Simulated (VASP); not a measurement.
Input:

```xyz
2
Lattice="0.0000 3.0300 3.0300 3.0300 0.0000 3.0300 3.0300 3.0300 0.0000" Properties=species:S:1:pos:R:3 pbc="T T T"
In     0.0000     0.0000     0.0000
As     1.5150     1.5150     1.5150
```

Method: PBE GGA, VASP's PBE PAW potentials (set 64) (plane waves; VASP). Numerical set-up: 300 eV cut-off, 9×9×9 Γ-centred mesh, Fermi-Dirac smearing of 0.050 eV, potentials In_d As.

At this cut-off the stress carries a Pulay error, which pulls relaxed volumes low.

**Question.** Give the stress tensor in GPa (positive for a compressed cell).

**Answer.** 
```
3.33  0.00  0.00
0.00  3.33  0.00
0.00  0.00  3.33
```
The pressure is its mean diagonal, 3.33 GPa.

The structure is a typed InAs crystal (F-43m). The cell was not relaxed at this level.
